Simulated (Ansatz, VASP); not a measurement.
# Cross-check of HfC between VASP and Ansatz

One calculation is typed for both programs; each brings its own data sets. How far apart do they land? The cell is taken from a series of runs on this material, whose earlier steps may have relaxed, scaled, displaced or heated it; both programs get it as it stands.

Main program and level: Ansatz 0.2.0; plane waves, with VASP 6.6.1 beside it; zone-centre phonons at LDA.

## 1. The starting structure

It takes space group I4/mmm (No. 139, tetragonal). The conventional cell has a = 3.266 Å, b = 3.266 Å, c = 4.555 Å, α = 90.00°, β = 90.00°, γ = 90.00°. C has 6 Hf at 2.28 to 2.31 Å nearest. Nearest to Hf lie 6 C at 2.28 to 2.31 Å. Farther neighbours are not listed.

## 2. Ansatz: zone-centre phonons, LDA

Ansatz runs on its PAW soft_1 files.

Second derivatives magnify differences that forces hide, and they need a tight electronic threshold.

input.yaml reads:

```yaml
crystal:
  lattice:
    - [0.0, 2.3092363247, 2.2776516255]
    - [2.3092363247, 0.0, 2.2776516255]
    - [2.3092363247, 2.3092363247, 0.0]
  atoms:
    - { symbol: C, position: [0.0, 0.0, 0.0] }
    - { symbol: Hf, position: [0.5, 0.5, 0.5] }
kpoints:
  mp_grid: { grid: [16, 16, 16] }
hamiltonian:
  xc: lda
  pseudopotentials: { kind: paw, azcp: { folder: soft_1 }, xc_functional: pbe }
scf:
  occupations: { method: methfessel_paxton, width: 0.2 }
output:
  eigenvalues: true
phonons:
  method: dfpt
```

Run with:

```bash
$ ansatz run input.yaml --threads 4 --pin off --max-ram 10240MiB --backend cpu --events-out ev --progress --plain --runs-dir out
```

Numbers of over 12 decimals in the logs are rounded to 6 here.

Log:

```text
zone centre: on kpoints.mp_grid the ground state, and the responses unless they are solved on pairs of k-points, stand on 621 of the mesh's 4096 k-points, reduced under 8 symmetry operations, with k and −k counted as one. Each operation leaves every solved displacement unchanged or reverses it
Engine: ansatz 0.2.0, aarch64-unknown-linux-gnu
Pseudopotentials: kind: paw
Pseudopotential: C, paw, valence charge 4, recommended cutoff 420 eV (normal), soft_1/C.paw.azcp
Pseudopotential: Hf, paw, valence charge 26, recommended cutoff 420 eV (normal), soft_1/Hf.paw.azcp
Functional definition: SPW92
  exchange = slater_x
  correlation = pw_c
Crystal: 2 atoms, lattice volume = 24.291 Å³
Basis set: ecut = 420 eV, 499 PW (Γ), exchange–correlation on 48×48×48 points (8 copies of the dense FFT grid, shifted against one another)
Bands: 19, of which v1, the nominal top of the filled ones, is band 15 counted from 1 (14 counted from 0)
Symmetry: 16 space group operations
k-points: 621 of 4096 (irreducible under 8 space group operations)
Non-local potential: C, projectors of the file, l = 0: 2, l = 1: 2, l = 2: 1
Non-local potential: Hf, projectors of the file, l = 0: 3, l = 1: 2, l = 2: 2, l = 3: 3
PAW form: soft (Blöchl's): semilocal exchange-correlation on the pseudo side does not see the compensation charge
PAW frozen core: C, regenerated for the run's functional, and the local potential with it (the file was generated under x = pbe(κ = 0.804, μ = 0.219515), c = pbe(β = 0.066725))
PAW frozen core: Hf, regenerated for the run's functional, and the local potential with it (the file was generated under x = pbe(κ = 0.804, μ = 0.219515), c = pbe(β = 0.066725))
PAW one-centre angular grid: C, 110 points (default); XC on 64 Gauss nodes
PAW one-centre angular grid: Hf, 590 points (default); XC on 64 Gauss nodes
Initial density: superposition of atomic densities (chi_scale 0.1, normalization cell, long waves kept (reshape's long-wave potential 0.00 eV rms))
Initial wavefunctions: pseudopotential atomic-orbital guess
Functional: x = slater, c = lda
SCF iter   1: F=—  HF=-15723.136538 eV  |F-HF|=—  |Δ(HF+E_count)|=         —  Δρ=9.02e-2  dr2=2.68e0  ethr=3.10e-3  ⟨swp⟩=4.8  Hψ=51712  notcnv=0
preconditioner: auto → Kerker (q_TF=auto, 2.826 Å⁻¹)  [metal: Δε(μ)=0.021 eV  Ē_g=17.705 eV  σ=0.200 eV  W_gap=0.09  n_scr=14 (ndim 8)  ℏωp=39.9 eV  f_vac=0.000  D(μ)=0.20/eV (n_scr^D=0)]
SCF iter   2: F=—  HF=-15722.569131 eV  |F-HF|=—  |Δ(HF+E_count)|=   5.67e-1  S|Δr|=    0.00e0  Δρ=3.24e-2  dr2=2.55e-1  ethr=3.10e-3  ⟨swp⟩=2.1  Hψ=20541  notcnv=0  defer=1
SCF iter   3: F=—  HF=-15722.510965 eV  |F-HF|=—  |Δ(HF+E_count)|=   5.82e-2  S|Δr|=    0.00e0  Δρ=1.39e-2  dr2=2.88e-2  ethr=8.48e-4  ⟨swp⟩=2.0  Hψ=20991  notcnv=0
SCF iter   4: F=—  HF=-15722.503588 eV  |F-HF|=—  |Δ(HF+E_count)|=   7.38e-3  S|Δr|=    0.00e0  Δρ=7.76e-3  dr2=7.09e-3  ethr=9.60e-5  ⟨swp⟩=2.1  Hψ=21099  notcnv=0
SCF iter   5: F=—  HF=-15722.502954 eV  |F-HF|=—  |Δ(HF+E_count)|=   6.34e-4  S|Δr|=    0.00e0  Δρ=1.55e-3  dr2=3.19e-4  ethr=2.36e-5  ⟨swp⟩=2.1  Hψ=18011  notcnv=0
SCF iter   6: F=—  HF=-15722.502883 eV  |F-HF|=—  |Δ(HF+E_count)|=   7.07e-5  S|Δr|=    0.00e0  Δρ=2.71e-4  dr2=1.80e-5  ethr=1.06e-6  ⟨swp⟩=2.9  Hψ=21582  notcnv=0
SCF iter   7: F=—  HF=-15722.502887 eV  |F-HF|=—  |Δ(HF+E_count)|=   3.90e-6  S|Δr|=    0.00e0  Δρ=7.52e-5  dr2=1.02e-6  ethr=6.01e-8  ⟨swp⟩=2.3  Hψ=21755  notcnv=0
SCF iter   8: F=—  HF=-15722.502889 eV  |F-HF|=—  |Δ(HF+E_count)|=   1.54e-6  S|Δr|=    0.00e0  Δρ=1.32e-5  dr2=2.28e-8  ethr=3.40e-9  ⟨swp⟩=2.7  Hψ=22643  notcnv=0
SCF iter   9: F=—  HF=-15722.502889 eV  |F-HF|=—  |Δ(HF+E_count)|=   1.48e-8  S|Δr|=    0.00e0  Δρ=2.44e-6  dr2=8.48e-10  ethr=7.59e-11  ⟨swp⟩=2.7  Hψ=21507  notcnv=0
SCF iter  10: F=—  HF=-15722.502889 eV  |F-HF|=—  |Δ(HF+E_count)|=   1.33e-9  S|Δr|=    0.00e0  Δρ=3.05e-7  dr2=2.00e-11  ethr=2.83e-12  ⟨swp⟩=3.0  Hψ=23801  notcnv=0
SCF iter  11: F=-15722.502889 eV  HF=-15722.502889 eV  |F-HF|=1.82e-12  |Δ(HF+E_count)|=  3.64e-12  S|Δr|=    0.00e0  Δρ=4.10e-8  dr2=2.23e-13  ethr=1.00e-12  ⟨swp⟩=7.7  Hψ=70152  notcnv=0
SCF 1 converged in 11 iterations: F = -15722.502889 eV  dr2 = 2.23e-13
  greatest PAW one-centre occupation: 0.998 electrons in one spin orbital (limit 2), on the Hf atom at site 1 (counted from 0), in its partial waves of l = 3
DFPT response loops at Γ: preconditioner auto → Kerker (q_TF=auto, 2.826 Å⁻¹) (partly filled bands, converged f_vac=0.000); β = 1.00, the filter's whole step (`scf.mixing.beta` (0.50) is not read by the response loops under this deck's `scf.mixing.preconditioner`; to damp them name `kerker` or `kerker_dos`, under which they read `scf.mixing.beta`, and type it under 1.00, their step now; both keys bind the ground state too); Broyden in place of MSR1
SCF converged after 11 iterations
Stability not checked: this state was not tested for a lower state beside it, because cold or Methfessel-Paxton smearing, or corrected tetrahedra, fill the levels in a way that the test cannot read (fill_not_monotonic; see scf.lower_state_search)
Free energy (F): -15722.502889 eV
Harris-Foulkes:  -15722.502889 eV  (|F-HF|=1.82e-12)
Internal energy: -15722.502277 eV  (E = F + TS)
E sigma→0 (E₀):  -15722.502736 eV
Entropy (-TS):   -0.000611 eV (-0.306 meV/atom)
Fermi energy:    18.928485 eV
Step filling:    the computed levels leave a gap of 0.0062 eV = 0.0 smearing widths at the electron count; against every level under it full and every level over it empty, smearing changes F+E_penalty+E_count by -0.602 meV and its σ→0 estimate by -0.449 meV
--- Per-component energies (eV) ---
  E_band       = 78.300231
  E_kinetic    = 495.966533
  E_local      = -6147.741235  (includes V_loc(G=0)·N_el)
  E_nonlocal   = 99.320924
  E_hartree    = 3011.923852
  E_xc         = -312.519547
  E_vxc        = -314.657240  (∫ρ·V_xc dr)
  E_paw        = -7548.346612  (= ΣΔE_a)
  E_vpaw       = -78.436546  (= ΣTr[D̂ρ^β])
  E_aug_tail   = 0.000116  (compensation charges beyond the density's cutoff)
  E_ewald      = -5323.626229
  E_core_change = 2.519920  (= ΣΔE_core)
  E_smearing   = -0.000611  (= −TS)
  E_closure    = -0.000000  (closes the sum)
  Σ components = -15722.502889   (vs F -15722.502889, Δ=0.00e0)
--- Band table (eV; the first three rows and the last of 621) ---
  k-point 0: bands = [... 11 lower, 8.0501, 19.9989, 19.9989, 20.0805, 20.1620, 20.1620, 20.3123, 22.2299]
  k-point 1: bands = [... 11 lower, 8.0495, 19.1909, 19.4099, 19.4883, 20.4296, 20.4984, 20.8118, 22.7621]
  k-point 2: bands = [... 11 lower, 8.0496, 18.1246, 18.5698, 18.6450, 20.7789, 20.8341, 21.2631, 23.8725]
  k-point 620: bands = [... 11 lower, 8.5147, 16.5161, 16.9405, 18.8724, 18.8724, 24.3414, 25.7879, 25.7879]
--- Phonons (Γ-DFPT): 4 representative perturbations + reference, on 621 of 4096 k-points (Σ response iterations 12) ---
  k mesh reduced under 8 symmetry operations, with k and −k counted as one. Each operation leaves every solved displacement unchanged or reverses it
  ASR residual: 2.252e-5 → 0.000e0 eV/Å²; symmetrization residual: 8.958e-7 eV/Å²
  ASR residual per site (eV/Å²): 2.48e-6 2.25e-5
  Γ frequencies (cm⁻¹): 0.00 0.00 0.00 432.63 432.63 474.80
  non-analytic LO–TO correction: not included (Born effective charges unavailable; polar crystals: no LO–TO splitting at Γ)
```

[end of part 1 of 2]

[Lines on the potential files, build, host, timing and source positions are cut from VASP's logs without a mark.]

[Logs are printed without paths, hosts, clocks, repeated set-up lines and the standing remarks that a program may print on its own settings, such as how far it seeks lower states.]

[Hosts, paths, dates, database ids (printed as entryN), source tags and the programs' standing remarks are cut or masked in the printed files.]
